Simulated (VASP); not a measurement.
# Ga2Ge2O3 (P1) in VASP: relaxation of cell and atoms with PBE

Aim: the relaxation of cell and atoms of Ga2Ge2O3 with PBE.

Everything below comes from runs of VASP 6.6.1. Logs are shortened: lines on timing, memory, paths and dates and some standing lists are left out, and cuts for length are marked.

**1. The crystal as given**

The typed cell holds 14 atoms: a = 6.047 Å, b = 2.999 Å, c = 14.820 Å, α = 91.33°, β = 90.88°, γ = 118.82°.

The cell was built by a generator and needn't be a form met in nature.

**2. Relaxation of cell and atoms, PBE**

Contents of INCAR:

```
PREC = Normal
ENCUT = 520
EDIFF = 1E-5
ISMEAR = 0
SIGMA = 0.15
LREAL = Auto
LASPH = T
NELM = 80
ALGO = Fast
ISIF = 3
LWAVE = F
LCHARG = F
GGA = PE
IBRION = 2
NSW = 110
EDIFFG = -0.03
ISYM = 0
KPAR = 4
```

Contents of KPOINTS:

```
regular mesh
0
Gamma
  9 9 2
```

Contents of POSCAR:

```
Ga2Ge2O3
1.0
    6.0463970000      0.0756877800     -0.0463647600
   -1.4788249800      2.6087961900     -0.0353571900
   -0.1096217300     -0.2563472300     14.8172778900
Ga Ge O
4 4 6
Direct
    0.1894721500      0.6499751200      0.1107963800
    0.6250811700      0.6123812900      0.1038957800
    0.3233818400      0.2124975500      0.8975340100
    0.8790364200      0.4008295000      0.8966524000
    0.3713137400      0.4075819100      0.4201445000
    0.8353438500      0.2819922400      0.4245204700
    0.2153253200      0.7567373700      0.5863548000
    0.6870169300      0.7288977000      0.5728453500
    0.3041509000      0.2673175800      0.1387800600
    0.8313346000      0.3614408400      0.1292772400
    0.1781713100      0.6374154100      0.8470128500
    0.6420320900      0.6128335800      0.8405040300
    0.9731268700      0.0270827300      0.0050253200
    0.4894520300      0.9333970500      0.0037376300
```

Potentials or basis: VASP PAW PBE potentials, release 64 (Ga_d, Ge_d, O).

The run is started by

```
$ cat potpaw_PBE.64/Ga_d/POTCAR potpaw_PBE.64/Ge_d/POTCAR potpaw_PBE.64/O/POTCAR > POTCAR
$ mpirun -np 4 vasp_std > vasp.out
```

OUTCAR:

```text
PREC = Normal
   ENCUT = 520
   EDIFF = 1E-5
   ISMEAR = 0
   LREAL = Auto
   LASPH = T
   NELM = 80
   ISIF = 3
   GGA = PE
   IBRION = 2
   NSW = 110
   EDIFFG = -0.03
   ISYM = 0

 ion  position               nearest neighbor table
   1  0.189  0.650  0.111-   9 1.66   9 1.67  10 1.93  13 2.26  14 2.28   2 2.69   2 2.82
   2  0.625  0.612  0.104-  10 1.78   9 1.80  10 2.00  14 2.14  14 2.29  13 2.40   1 2.69   1 2.82

   3  0.323  0.212  0.898-  11 1.66  12 1.93  11 2.01  14 2.24  14 2.42   4 2.61
   4  0.879  0.401  0.897-  11 1.77  12 2.00  13 2.20  12 2.22  13 2.29   3 2.61
   5  0.371  0.408  0.420-   6 2.77   8 2.77
   6  0.835  0.282  0.425-   8 2.68   5 2.77   8 2.92
   7  0.215  0.757  0.586-   8 2.90
   8  0.687  0.729  0.573-   6 2.68   5 2.77   7 2.90   6 2.92
   9  0.304  0.267  0.139-   1 1.66   1 1.67   2 1.80
  10  0.831  0.361  0.129-   2 1.78   1 1.93   2 2.00
  11  0.178  0.637  0.847-   3 1.66   4 1.77   3 2.01
  12  0.642  0.613  0.841-   3 1.93   4 2.00   4 2.22
  13  0.973  0.027  0.005-   4 2.20   1 2.26   4 2.29   2 2.40
  14  0.489  0.933  0.004-   2 2.14   3 2.24   1 2.28   2 2.29   3 2.42

IMPORTANT INFORMATION: All symmetrisations will be switched off!
NOSYMM: (Re-)initialisation of all symmetry stuff for point group C_1.

----------------------------------------------------------------------------------------

                                     Primitive cell

  volume of cell :     235.2982

  direct lattice vectors                    reciprocal lattice vectors
     6.046397000  0.075687780 -0.046364760     0.164243495  0.093141550  0.002826513
    -1.478824980  2.608796190 -0.035357190    -0.004715725  0.380734200  0.006552027
    -0.109621730 -0.256347230 14.817277890     0.000502682  0.001199962  0.067513258

  length of vectors
     6.047048455  2.998998335 14.819900637     0.188836604  0.380819771  0.067525793

  position of ions in fractional coordinates (direct lattice)
     0.189472150  0.649975120  0.110796380
     0.625081170  0.612381290  0.103895780
     0.323381840  0.212497550  0.897534010
     0.879036420  0.400829500  0.896652400
     0.371313740  0.407581910  0.420144500
     0.835343850  0.281992240  0.424520470
     0.215325320  0.756737370  0.586354800
     0.687016930  0.728897700  0.572845350
     0.304150900  0.267317580  0.138780060
     0.831334600  0.361440840  0.129277240
     0.178171310  0.637415410  0.847012850
     0.642032090  0.612833580  0.840504030
     0.973126870  0.027082730  0.005025320
     0.489452030  0.933397050  0.003737630

  ion indices of the primitive-cell ions
   primitive index   ion index
                 1           1
                 2           2
                 3           3
                 4           4
                 5           5
                 6           6
                 7           7
                 8           8
                 9           9
                10          10
                11          11
                12          12
                13          13
                14          14

----------------------------------------------------------------------------------------

 KPOINTS: regular mesh

Automatic generation of k-mesh.
 Grid dimensions read from file:
 generate k-points for:    9    9    2

 Generating k-lattice:

  Cartesian coordinates                     Fractional coordinates (reciprocal lattice)
     0.018249277  0.010349061  0.000314057     0.111111111  0.000000000 -0.000000000
    -0.000523969  0.042303800  0.000728003     0.000000000  0.111111111  0.000000000
     0.000251341  0.000599981  0.033756629     0.000000000 -0.000000000  0.500000000

  Length of vectors
     0.020981845  0.042313308  0.033762896

  Shift w.r.t. Gamma in fractional coordinates (k-lattice)
     0.000000000  0.000000000  0.000000000

 Subroutine IBZKPT returns following result:
 ===========================================

 Found     82 irreducible k-points:

 Following reciprocal coordinates:
            Coordinates               Weight
  0.000000  0.000000  0.000000      1.000000
  0.111111  0.000000  0.000000      2.000000
  0.222222 -0.000000  0.000000      2.000000
  0.333333  0.000000  0.000000      2.000000
  0.444444 -0.000000  0.000000      2.000000
 -0.000000  0.111111  0.000000      2.000000
[... 16 lines left out ...]
 -0.111111  0.222222 -0.000000      2.000000
 -0.000000  0.333333 -0.000000      2.000000
 [... further k-points ...]
   k-points           NKPTS =     82   k-points in BZ     NKDIM =     82   number of bands    NBANDS=     86
   number of dos      NEDOS =    301   number of ions     NIONS =     14
   total plane-waves  NPLWV =  54432
   dimension x,y,z NGX =    36 NGY =   18 NGZ =   84
   dimension x,y,z NGXF=    72 NGYF=   36 NGZF=  168
   ions per type =               4   4   6
   NGX,Y,Z   is equivalent  to a cutoff of   9.90,  9.98,  9.42 a.u.
   NGXF,Y,Z  is equivalent  to a cutoff of  19.79, 19.96, 18.85 a.u.
 SYSTEM =  unknown system
   PREC   = normal    normal or accurate (medium, high low for compatibility)
   ISTART =      0    job   : 0-new  1-cont  2-samecut
   ICHARG =      2    charge: 1-file 2-atom 10-const
   ISPIN  =      1    spin polarized calculation?
   LNONCOLLINEAR =      F non collinear calculations
   LSORBIT =      F    spin-orbit coupling
   LASPH  =      T    aspherical Exc in radial PAW
   ENCUT  =  520.0 eV  38.22 Ry    6.18 a.u.  11.24  5.58 27.56*2*pi/ulx,y,z
   NELM   =     80;   NELMIN=  2; NELMDL= -5     # of ELM steps
   EDIFF  = 0.1E-04   stopping-criterion for ELM
   LREAL  =      T    real-space projection
   EDIFFG = -.3E-01   stopping-criterion for IOM
   NSW    =    110    number of steps for IOM
   IBRION =      2    ionic relax: 0-MD 1-quasi-New 2-CG
   NFREE  =      1    steps in history (QN), initial steepest desc. (CG)
   ISIF   =      3    stress and relaxation
   ISYM   =      0    0-nonsym 1-usesym 2-fastsym
   POTIM  = 0.5000    time-step for ionic-motion
   TEBEG  =    0.0;   TEEND  =   0.0 temperature during run
   PSTRESS=    0.0 pullay stress
   NELECT =     144.0000    total number of electrons
   NUPDOWN=      -1.0000    fix difference up-down
   EMIN   =  10.00;   EMAX   =-10.00  energy-range for DOS
   EFERMI =   0.00;   METHOD = LEGACY
   ISMEAR =     0;   SIGMA  =   0.15  broadening in eV -4-tet -1-fermi 0-gaus
   EFERMI_NEDOS =   21; number of points for ismear=-14 and -15
   IALGO  =     68    algorithm
   IMIX   =      4    mixing-type and parameters
     AMIX     =   0.40;   BMIX     =  1.00
     AMIX_MAG =   1.60;   BMIX_MAG =  1.00
  volume/ion in A,a.u.               =      16.81       113.42
  Fermi-wavevector in a.u.,A,eV,Ry     =   1.389919  2.626566 26.284751  1.931875
  Thomas-Fermi vector in A             =   2.513904
   LORBIT       =      0    0 simple, 1 ext, 2 COOP (PROOUT), +10 PAW based schemes
   GGA     = PE    functional components
   LHFCALC =     F    Hartree Fock is set to
   AEXX    =    0.0000 exact exchange contribution
   IVDW    =     0    specifies the selected vdW correction
   LEPSILON=     F    determine dielectric tensor
   LRPA    =     F    only Hartree local field effects (RPA)
 conjugate gradient relaxation of ions
 non-spin polarized calculation
 RMM-DIIS sequential band-by-band and
 Gauss-broadening in eV      SIGMA  =   0.15
  energy-cutoff  :      520.00
  volume of cell :      235.30
 maximum number of plane-waves:      6373
   NGX = 23   NGY = 11   NGZ = 55

--------------------------------------- Ionic step        1  -------------------------------------------

 number of electron     143.9999938 magnetization

 Free energy of the ion-electron system (eV)
  ---------------------------------------------------
  ext. energy  EPLUGINS =         0.00000000
  ---------------------------------------------------
  free energy    TOTEN  =       -70.05985316 eV

  energy without entropy =      -70.04188244  energy(sigma->0) =      -70.05086780

------------------------ aborting loop because EDIFF is reached ----------------------------------------

  FORCE on cell =-STRESS in cart. coord.  units (eV):
  Direction    XX          YY          ZZ          XY          YZ          ZX
  --------------------------------------------------------------------------------------
  -------------------------------------------------------------------------------------
  Total       10.4599613     16.1260687     -4.5391411     -2.5640869      2.0831227     -1.2040426
  in kB       71.2233019    109.8045990    -30.9076301    -17.4592168     14.1842662     -8.1984902
  external PRESSURE =      50.0400903 kB  Pullay stress =       0.0000000 kB
[... 125 lines left out ...]
  FREE ENERGIE OF THE ION-ELECTRON SYSTEM (eV)
  ---------------------------------------------------
  free  energy   TOTEN  =       -73.4798442904 eV

  energy  without entropy=      -73.4634066190  energy(sigma->0) =      -73.47162545

[... ionic steps 4 to 36 ...]

--------------------------------------- Ionic step       37  -------------------------------------------

 number of electron     143.9999954 magnetization

------------------------ aborting loop because EDIFF is reached ----------------------------------------

  FORCE on cell =-STRESS in cart. coord.  units (eV):
  Direction    XX          YY          ZZ          XY          YZ          ZX
  --------------------------------------------------------------------------------------
  -------------------------------------------------------------------------------------
  Total       -0.1411809     -0.0961670     -0.0900493     -0.0233695     -0.0454224     -0.0298055
  in kB       -0.9757733     -0.6646592     -0.6223766     -0.1615186     -0.3139374     -0.2060011
  external PRESSURE =      -0.7542697 kB  Pullay stress =       0.0000000 kB
[... 81 lines left out ...]
  energy  without entropy=      -74.6732545051  energy(sigma->0) =      -74.68121512

--------------------------------------- Ionic step       39  -------------------------------------------

 number of electron     143.9999948 magnetization

 Free energy of the ion-electron system (eV)
  ---------------------------------------------------
  ext. energy  EPLUGINS =         0.00000000
  ---------------------------------------------------
  free energy    TOTEN  =       -74.68952605 eV

  energy without entropy =      -74.67371071  energy(sigma->0) =      -74.68161838

 E-fermi :   4.1527     XC(G=0):  -9.7815

 val. band max:        4.1186914521   @ k =   0.1111   0.0000   0.0000
 cond. band min:       4.1723202636   @ k =   0.4444   0.4444   0.5000
 fundamental gap:      0.0536288115
 Fermi energy:         4.1526947613

 k-point     1 :       0.0000    0.0000    0.0000
  band No.  band energies     occupation
      1     -20.4051      2.00000
      2     -20.3702      2.00000
      3     -20.3688      2.00000
      4     -20.3679      2.00000
      5     -20.3665      2.00000
      6     -20.3613      2.00000
[... 2077 lines left out ...]
     83       8.6574      0.00000
     84       9.3935      0.00000

 [... further k-points ...]

 [bands above 84 left out]

------------------------ aborting loop because EDIFF is reached ----------------------------------------

  FORCE on cell =-STRESS in cart. coord.  units (eV):
  Direction    XX          YY          ZZ          XY          YZ          ZX
  --------------------------------------------------------------------------------------
  -------------------------------------------------------------------------------------
  Total        0.0868350      0.0899446     -0.0192492     -0.0078648      0.0041014     -0.0252017
  in kB        0.6008373      0.6223537     -0.1331909     -0.0544186      0.0283790     -0.1743781
  external PRESSURE =       0.3633333 kB  Pullay stress =       0.0000000 kB
[... 29 lines left out ...]
  FREE ENERGIE OF THE ION-ELECTRON SYSTEM (eV)
  ---------------------------------------------------
  free  energy   TOTEN  =       -74.6895260511 eV

  energy  without entropy=      -74.6737107072  energy(sigma->0) =      -74.68161838

 reached required accuracy - stopping structural energy minimisation
```

Run time: 1.7 h. Hardware: 4 MPI ranks of Intel Xeon Platinum 8259CL at 2.50GHz (Skylake/Cascade Lake), shared host; peak memory 0.95 GiB.

What came out:

| Property | Result |
| --- | --- |
| Free energy | -74.6895 eV |
| Relaxed volume | 16.54 Å³/atom |
| Relaxed cell | a = 6.076 Å, b = 3.023 Å, c = 14.519 Å, α = 91.29°, β = 90.05°, γ = 119.71° |
| Space group after relaxing (to 0.05 Å) | P1 (No. 1) |
| Energy gained by relaxing | 330.7 meV/atom |
| Ionic steps | 39 |
| Pressure after relaxing | 0.0 GPa |
| Largest force after relaxing | 0.029 eV/Å |
| Band gap on the k mesh | none (metal or under the smearing width) |

Forces on the atoms (eV/Å):
```
Ga  -0.012  0.006 -0.023
Ga  -0.005 -0.018 -0.020
Ga  -0.019 -0.004  0.022
Ga   0.006  0.004  0.004
Ge   0.005 -0.002 -0.012
Ge  -0.004  0.012 -0.002
Ge  -0.001 -0.012  0.004
Ge  -0.004  0.006  0.000
O    0.000  0.002  0.018
O    0.002  0.001  0.025
O   -0.012  0.008  0.004
O    0.018 -0.016 -0.012
O    0.011  0.022 -0.012
O    0.013 -0.009  0.005
```

The path:
| step | energy change (eV) | largest force (eV/Å) | pressure (GPa) | volume (Å³) |
| --- | --- | --- | --- | --- |
| 1 | 0.0000 | 8.1649 | 5.00 | 235.30 |
| 2 | -1.9620 | 4.1253 | -7.14 | 253.27 |
| 3 | -3.4200 | 1.9225 | -4.81 | 244.93 |
| 4 | -4.2267 | 1.2632 | 0.40 | 230.15 |
| 5 | -4.2339 | 1.2775 | 1.03 | 228.73 |
| 6 | -4.4462 | 0.4658 | 0.71 | 229.16 |
| 7 | -4.4484 | 0.5377 | 0.70 | 229.21 |
| 8 | -4.5076 | 0.3783 | -0.48 | 231.55 |
| 9 | -4.5138 | 0.3911 | -0.98 | 232.53 |
| 10 | -4.5562 | 0.3004 | -0.07 | 230.61 |
| 11 | -4.5640 | 0.3165 | 0.45 | 229.54 |
| 12 | -4.5758 | 0.1732 | -0.14 | 230.51 |
| 13 | -4.5760 | 0.1665 | -0.13 | 230.40 |
| 14 | -4.5834 | 0.1452 | 0.02 | 230.31 |
| 15 | -4.5873 | 0.1630 | 0.14 | 230.21 |
| 16 | -4.5946 | 0.1432 | -0.08 | 230.69 |
| 17 | -4.5957 | 0.1437 | -0.16 | 230.88 |
| 18 | -4.6030 | 0.1429 | 0.08 | 230.57 |
| 19 | -4.6063 | 0.2116 | 0.26 | 230.32 |
| 20 | -4.6061 | 0.3493 | 0.63 | 229.83 |
| 21 | -4.6074 | 0.2696 | 0.35 | 230.12 |
| 22 | -4.6111 | 0.2262 | 0.34 | 230.32 |
| 23 | -4.6151 | 0.1866 | 0.27 | 230.59 |
| 24 | -4.6187 | 0.1517 | 0.15 | 231.13 |
| 25 | -4.6217 | 0.1063 | 0.05 | 231.44 |
| 26 | -4.6232 | 0.1055 | -0.05 | 231.72 |
| 27 | -4.6229 | 0.1773 | -0.28 | 232.27 |
| 28 | -4.6236 | 0.1287 | -0.17 | 231.94 |
| 29 | -4.6256 | 0.0769 | -0.06 | 231.74 |
| 30 | -4.6267 | 0.0652 | 0.07 | 231.50 |
| 31 | -4.6268 | 0.0706 | 0.08 | 231.45 |
| 32 | -4.6282 | 0.0481 | 0.00 | 231.55 |
| 33 | -4.6284 | 0.0477 | 0.04 | 231.58 |
| 34 | -4.6285 | 0.0759 | -0.02 | 231.65 |
| 35 | -4.6286 | 0.0550 | -0.04 | 231.62 |
| 36 | -4.6286 | 0.0669 | 0.02 | 231.63 |
| 37 | -4.6293 | 0.0452 | -0.08 | 231.81 |
| 38 | -4.6293 | 0.0476 | -0.08 | 231.82 |
| 39 | -4.6297 | 0.0293 | 0.04 | 231.55 |

Final structure:
```yaml
crystal:
  lattice:
    - [6.07639, 0.02425, -0.00230]
    - [-1.50853, 2.61923, -0.03399]
    - [-0.00562, -0.19217, 14.51803]
  atoms:
    - { symbol: Ga, position: [0.16025, 0.61220, 0.09639] }
    - { symbol: Ga, position: [0.66067, 0.69358, 0.09675] }
    - { symbol: Ga, position: [0.33781, 0.32786, 0.89831] }
    - { symbol: Ga, position: [0.83744, 0.27398, 0.89774] }
    - { symbol: Ge, position: [0.36142, 0.39724, 0.42329] }
    - { symbol: Ge, position: [0.86185, 0.33841, 0.42315] }
    - { symbol: Ge, position: [0.19461, 0.71305, 0.57766] }
    - { symbol: Ge, position: [0.69376, 0.72530, 0.57765] }
    - { symbol: O, position: [0.32820, 0.28565, 0.14726] }
    - { symbol: O, position: [0.82793, 0.36498, 0.14770] }
    - { symbol: O, position: [0.16693, 0.65623, 0.84726] }
    - { symbol: O, position: [0.66698, 0.59511, 0.84734] }
    - { symbol: O, position: [0.97327, 0.03783, 0.99876] }
    - { symbol: O, position: [0.47313, 0.86895, 0.99784] }
```
